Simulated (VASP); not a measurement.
**TiS2 (space group Pnnm): computed properties**

Calculation: LDA (Ceperley-Alder, Perdew-Zunger), VASP's LDA PAW potentials (set 64) (plane waves; VASP).

| Quantity | Value |
|---|---|
| space group | Pnnm (58) |
| cell | a = 5.2410 Å, b = 6.0332 Å, c = 3.3100 Å, α = 90.00°, β = 90.00°, γ = 90.00° |
| volume per atom | 17.44 Å^3/atom |
| band gap (over mesh and band path) | none (metal, semimetal or under 0.01 eV) |
| band gap with spin-orbit coupling | none (metallic) |
| density | 3.55 g/cm³ |

Space group Pnnm (No. 58); a = 5.241 Å, b = 6.033 Å, c = 3.310 Å, α = β = γ = 90.00°

| atom | site | symmetry | x | y | z |
|---|---|---|---|---|---|
| Ti | 2a | ..2/m | 0.0000 | 0.0000 | 0.0000 |
| S | 4g | ..m | 0.2347 | 0.3470 | 0.0000 |

The structure comes from a computed database's TiS2 entry (Pnnm); how it stands against other phases isn't given here. It was relaxed first, which changed the volume by -8 %. Symmetry was kept, so distortions that lower it aren't found.
